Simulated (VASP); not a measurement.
Input of a VASP 6.6.1 run:

Contents of INCAR:

```
ALGO = Fast
EDIFF = 1E-6
ENCUT = 520
ISIF = 2
ISMEAR = 1
ISPIN = 2
LASPH = True
LCHARG = True
LELF = True
LMAXMIX = 4
LORBIT = 11
LREAL = False
LVHAR = True
LWAVE = False
MAGMOM = 0 0 0 0
NBANDS = 21
NELM = 150
PREC = Accurate
SIGMA = 0.05
```

KPOINTS

```
k-points
0
Gamma
  5 5 5
```

Contents of POSCAR:

```
Mg3Zr
1.0
    4.9859230000      0.0000000000      0.0000000000
    2.4929615000      4.3179359793      0.0000000000
    2.4929615000      1.4393119931      4.0709890823
Mg Zr
3 1
Direct
    0.0000000000      0.0000000000      0.0000000000
    0.2500000000      0.2500000000      0.2500000000
    0.7500000000      0.7500000000      0.7500000000
    0.5000000000      0.5000000000      0.5000000000
```

Potentials or basis: VASP PAW LDA potentials, release 64 (Mg, Zr_sv).

Command:

```sh
$ cat potpaw_LDA.64/Mg/POTCAR potpaw_LDA.64/Zr_sv/POTCAR > POTCAR
$ mpirun -np 1 vasp_std > vasp.out
```

(1) Predict the net moment.

(2) What does it give for the pressure?

## Answers

(1) 0.00 μB per cell.

(2) -3.8 GPa.
